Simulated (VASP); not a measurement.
An input for Ansatz (written as the equivalent of a VASP run, and not itself run):

Ansatz 0.2 input:
```yaml
crystal:
  lattice:
    - [2.9308003, 0.0000000, 0.0000000]
    - [0.0000000, 2.9308003, 0.0000000]
    - [0.0000000, 0.0000000, 2.9308003]
  atoms:
    - { symbol: Zn, position: [0.5000000, 0.5000000, 0.5000000] }
    - { symbol: Cu, position: [0.0000000, 0.0000000, 0.0000000] }
kpoints:
  mp_grid: { grid: [13, 13, 13] }
hamiltonian:
  xc: lda
  pseudopotentials: { kind: paw }
scf:
  occupations: { method: methfessel_paxton, width: 0.1 }
  max_iter: 100
output: { forces: true, stress: true, eigenvalues: true }
```

**Question.** Write the VASP files for the same calculation (LDA).

**Answer.** Several could match; the one computed here: 
### KPOINTS
```
Regular mesh
0
Gamma
  13 13 13
0 0 0
```

**POSCAR**
```
CuZn
2.93080
  1.0000000943   0.0000000000   0.0000000000
  0.0000000000   1.0000000943   0.0000000000
  0.0000000000   0.0000000000   1.0000000943
Zn Cu
1 1
Cart
  0.5000000472   0.5000000472   0.5000000472
  0.0000000000   0.0000000000   0.0000000000
```

**INCAR**
```
! general
SYSTEM  = CuZn
PREC    = Accurate
ENCUT   = 520
LREAL   = .FALSE.   ! projection in real space or not
LASPH   = .TRUE.   ! aspherical one-centre terms

! electronic loop
EDIFF   = 1E-7
NELM    = 100
ALGO    = Normal
LMAXMIX = 4   ! l cut-off of mixed one-centre charges

! smearing
ISMEAR  = 1
SIGMA   = 0.1   ! width (eV)

! ions
ISIF    = 2   ! forces and stress, cell fixed

! output
LWAVE   = .FALSE.
LCHARG  = .FALSE.
```

POTCAR, in this order: Zn Cu (LDA.64 set). Program: vasp_std.

What does not carry over: each code has its own PAW files, so the cut-off isn't converted (ENCUT is set for VASP's; basis.ecutwfc is left out, and Ansatz then takes the one that its files recommend); Ansatz stops its SCF on the density residual and VASP on the energy change (EDIFF); Ansatz's lda is the Perdew-Wang form, while the LDA potentials of VASP carry Perdew-Zunger's.

The compound is CuZn in the CsCl type structure. This cell is one point of a volume scan, at 1.06 of the reference volume.
